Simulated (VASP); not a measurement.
Given:

```
WSi2
1.0
   -1.60648     1.60648     3.88308
    1.60648    -1.60648     3.88308
    1.60648     1.60648    -3.88308
Si W
2 1
Direct
  0.66538   0.66538   0.00000
  0.33462   0.33462   0.00000
  0.00000   0.00000   0.00000
```

Method: r2SCAN meta-GGA, VASP's PBE PAW potentials (set 64) (plane waves; VASP). Run with 480 eV cut-off, 12×12×12 Γ-centred mesh, first-order Methfessel-Paxton smearing of 0.10 eV, potentials Si W_sv.

Task: Give the stress tensor in GPa (positive for a compressed cell).

Result: 
```
0.45  0.00  0.00
0.00  0.45  0.00
0.00  0.00  3.01
```
The pressure is its mean diagonal, 1.31 GPa.

The compound is WSi2 in the MoSi2 type structure. This cell was strained or had an atom moved on purpose.
